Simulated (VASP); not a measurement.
Input of a VASP 6.6.1 run:

Contents of INCAR:

```
SYSTEM = NbPb3
  ALGO = Normal
  EDIFF = 1E-6
  ENCUT = 520
  ISIF = 2
  ISMEAR = 0
  LASPH = .True.
  LCHARG = .False.
  LMIXTAU = .True.
  LREAL = .False.
  LWAVE = .False.
  METAGGA = R2SCAN
  NBANDS = 36
  NELM = 80
  PREC = Accurate
  SIGMA = 0.0179
```

Contents of KPOINTS:

```
k-points
0
Gamma
  7 7 7
  0 0 0
```

The input POSCAR:

```
NbPb3
1.0
    4.7122990000      0.0000000000      0.0000000000
    0.0000000000      4.7122990000      0.0000000000
    0.0000000000      0.0000000000      4.7122990000
Pb Nb
3 1
Direct
    0.0000000000      0.5000000000      0.5000000000
    0.5000000000      0.0000000000      0.5000000000
    0.5000000000      0.5000000000      0.0000000000
    0.0000000000      0.0000000000      0.0000000000
```

Potentials or basis: VASP PAW PBE potentials, release 64 (Pb_d, Nb_sv).

Run with:

```sh
$ cat potpaw_PBE.64/Pb_d/POTCAR potpaw_PBE.64/Nb_sv/POTCAR > POTCAR
$ mpirun -np 1 vasp_std > vasp.out
```

(1) What does it give for the pressure?

(2) Predict the band gap on the k mesh.

Answers

(1) -1.2 GPa.

(2) none (metal or under the smearing width).

Caveat: the PAW data sets were made with another functional, which shifts forces and pressure a little.
